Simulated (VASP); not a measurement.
Here is the system:

```
CELL_PARAMETERS angstrom
      3.76728     0.00000     0.00000
      0.00000     3.76728     0.00000
      0.00000     0.00000     3.76728
ATOMIC_POSITIONS crystal
  Tl 0.00000 0.00000 0.00000
  Cl 0.50000 0.50000 0.50000
```

Level of theory: PBEsol GGA, VASP's PBE PAW potentials (set 64) (plane waves; VASP). Settings: 520 eV cut-off, 8×8×8 Γ-centred mesh, tetrahedra with Blöchl corrections, potentials Tl_d Cl.

Task: The job: TlCl (CsCl type), 2 atoms, PBEsol, static run, 520 eV, 8×8×8 Γ-centred mesh. Roughly how much core time does it take on a busy server core?

Result: About 8 core-seconds (one run on a shared machine, a rough figure). It had 35 irreducible k-points, 14 bands, up to 1472 plane waves and 13 electronic steps.

The compound is TlCl in the CsCl type structure. It was relaxed first, which changed the volume by -6 %.
